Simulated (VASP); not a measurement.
Computed with PBEsol GGA, VASP's PBE PAW potentials (set 64) (plane waves; VASP).

The input files of a VASP run:

### KPOINTS
```
Automatic mesh
0
G
  6 6 6
```

### INCAR
```
ISIF = 2
SYSTEM = LuInO3
ALGO = Normal   ! blocked Davidson
LREAL = .FALSE.   ! projection in real space or not
LCHARG = .FALSE.
ENCUT = 400
LMAXMIX = 6
LASPH = .TRUE.
EDIFF = 1E-6   ! SCF stop (eV)
SIGMA = 0.1   ! width (eV)
PREC = Accurate
LWAVE = .FALSE.
ISMEAR = -1   ! Fermi-Dirac
NELM = 100
GGA = PS   ! PBEsol
```

POSCAR:
```
LuInO3
1
    3.8761050000     0.0000000000     0.0000000000
    0.0000000000     3.8761050000     0.0000000000
    0.0000000000     0.0000000000     3.8761050000
Lu In O
1 1 3
Direct
 -0.0026560000   0.0023390000   0.0064740000
  0.4773880000   0.5109490000   0.4925880000
  0.0067350000   0.4923780000   0.4969360000
  0.5010720000   0.5067000000   0.0032170000
  0.5174610000  -0.0123650000   0.5007860000
```

POTCAR, in this order: Lu_3 In_d O (PBE.64 set). Program: vasp_std.

Output of the run:

OSZICAR:
```
       N       E                     dE             d eps       ncg     rms          rms(c)
DAV:   1     0.310741465210E+03    0.31074E+03   -0.17753E+04  8104   0.187E+03
DAV:   2    -0.901478928294E+01   -0.31976E+03   -0.31340E+03  8872   0.688E+02
DAV:   3    -0.364169903747E+02   -0.27402E+02   -0.27318E+02  8304   0.156E+02
DAV:   4    -0.374175179218E+02   -0.10005E+01   -0.99857E+00  8080   0.251E+01
DAV:   5    -0.374771782944E+02   -0.59660E-01   -0.59614E-01  7776   0.590E+00    0.222E+01
DAV:   6    -0.315177878442E+02    0.59594E+01   -0.28606E+01 10120   0.606E+01    0.163E+01
DAV:   7    -0.314505753708E+02    0.67212E-01   -0.15877E+00  9752   0.138E+01    0.913E+00
DAV:   8    -0.313790968791E+02    0.71478E-01   -0.35682E-01 10240   0.842E+00    0.194E+00
DAV:   9    -0.313720101090E+02    0.70868E-02   -0.10840E-01 10656   0.470E+00    0.387E-01
DAV:  10    -0.313701079619E+02    0.19021E-02   -0.16179E-02  8792   0.146E+00    0.123E-01
DAV:  11    -0.313700296499E+02    0.78312E-04   -0.16124E-03  9432   0.363E-01    0.772E-02
DAV:  12    -0.313700360790E+02   -0.64291E-05   -0.11673E-04  9640   0.160E-01    0.231E-02
DAV:  13    -0.313700329798E+02    0.30992E-05   -0.20484E-05  9024   0.744E-02    0.109E-02
DAV:  14    -0.313700330638E+02   -0.83975E-07   -0.19950E-06  4480   0.139E-02
   1 F= -.31370033E+02 E0= -.31369668E+02  d E =-.730819E-03
```

### OUTCAR
```
------------------------ aborting loop because EDIFF is reached ----------------------------------------
  FORCE on cell =-STRESS in cart. coord.  units (eV):
  Direction    XX          YY          ZZ          XY          YZ          ZX
  --------------------------------------------------------------------------------------
  Total       11.6659087     10.3382479      9.6997941      0.9534239      0.1430270     -0.2236319
  in kB      320.9538253    284.4270670    266.8618524     26.2307089      3.9349749     -6.1525876
  external PRESSURE =     290.7475816 kB  Pullay stress =       0.0000000 kB
  volume of cell :       58.24
      direct lattice vectors                 reciprocal lattice vectors
     3.876105000  0.000000000  0.000000000     0.257990947  0.000000000  0.000000000
     0.000000000  3.876105000  0.000000000     0.000000000  0.257990947  0.000000000
     0.000000000  0.000000000  3.876105000     0.000000000  0.000000000  0.257990947
 POSITION                                       TOTAL-FORCE (eV/Angst)
 -----------------------------------------------------------------------------------
      3.86581      0.00907      0.02509        -0.614462      0.174816      0.022808
      1.85041      1.98049      1.90932         4.599504     -3.676281      1.801130
      0.02611      1.90851      1.92618        -5.057972     -0.563018     -0.001451
      1.94221      1.96402      0.01247         0.336242     -0.202406     -1.901526
      2.00573      3.82818      1.94110         0.736687      4.266890      0.079039
 -----------------------------------------------------------------------------------
    total drift:                               -0.000390     -0.000305      0.000031
  FREE ENERGIE OF THE ION-ELECTRON SYSTEM (eV)
  ---------------------------------------------------
  free  energy   TOTEN  =       -31.3700330638 eV

  energy  without entropy=      -31.3693022449  energy(sigma->0) =      -31.36966765
```
(Selected blocks of OUTCAR.)

At this cut-off the stress carries a Pulay error, which pulls relaxed volumes low.

The structure was generated: LuInO3 was put into an ordered model structure, which need not be its known phase. The cell was not relaxed at this level, atoms are displaced from their ideal sites.
